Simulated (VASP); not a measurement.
Set up this calculation in VASP 6.6.1, as the native input.

| Property | Result |
| --- | --- |
| Task | single point |
| Functional | PBE |
| Potentials or basis | VASP PAW PBE potentials, release 64 (Zn, Cd, Se, S) |
| Cutoff | 520 eV |
| k mesh | 5 × 5 × 5 |
| Occupations | gaussian, width 0.05 eV |
| Spin | no spin polarisation |
| Further INCAR settings | PREC = Normal; LREAL = Auto; ALGO = Fast; EDIFF = 1e-05; NBANDS = 66 |

The structure of ZnCd2SeS2 lies in POSCAR:

```
ZnCd2SeS2
1.0
   -2.0709000000      6.1867700000      2.9496600000
    2.0709000000     -6.1867700000      2.9496600000
    4.1418000000     12.3735400000     -5.8993200000
Zn Cd Se S
2 4 2 4
Direct
    0.9844950000      0.9844950000      0.0000000000
    0.9844950000      0.9844950000      0.5000000000
    0.3388870000      0.0072890000      0.1657990000
    0.3388870000      0.0072890000      0.6657990000
    0.6756910000      0.0072890000      0.3342010000
    0.6756910000      0.0072890000      0.8342010000
    0.2224050000      0.7224050000      0.2500000000
    0.2224050000      0.7224050000      0.7500000000
    0.6051520000      0.7642610000      0.4204455000
    0.6051520000      0.7642610000      0.9204455000
    0.9233700000      0.7642610000      0.0795545000
    0.9233700000      0.7642610000      0.5795545000
```

The cell was built by a generator and needn't be a form met in nature.

These files were run (other wordings do the same):

INCAR

```
SYSTEM = ZnCd2SeS2
ALGO = Fast
EDIFF = 1E-5
ENCUT = 520
GGA = PE
ISIF = 2
ISMEAR = 0
KPAR = 2
LASPH = .TRUE.
LCHARG = .FALSE.
LREAL = Auto
LWAVE = .FALSE.
NBANDS = 66
NELM = 80
PREC = Normal
SIGMA = 0.05
```

KPOINTS

```
k-points
0
G
  5 5 5
  0 0 0
```

Potentials or basis: VASP PAW PBE potentials, release 64 (Zn, Cd, Se, S).

The run is started by

```bash
$ cat potpaw_PBE.64/Zn/POTCAR potpaw_PBE.64/Cd/POTCAR potpaw_PBE.64/Se/POTCAR potpaw_PBE.64/S/POTCAR > POTCAR
$ mpirun -np 2 vasp_std > vasp.out
```

It gave:

```yaml
Pressure: 0.0 GPa
Largest_force: 0.020 eV/Å
Band_gap_on_the_k_mesh: 1.02 eV
```

Wall time 3.7 min on 2 MPI ranks on Intel(R) Xeon(R) 6975P-C (Granite Rapids) (shared host), peak memory 0.66 GiB a rank.
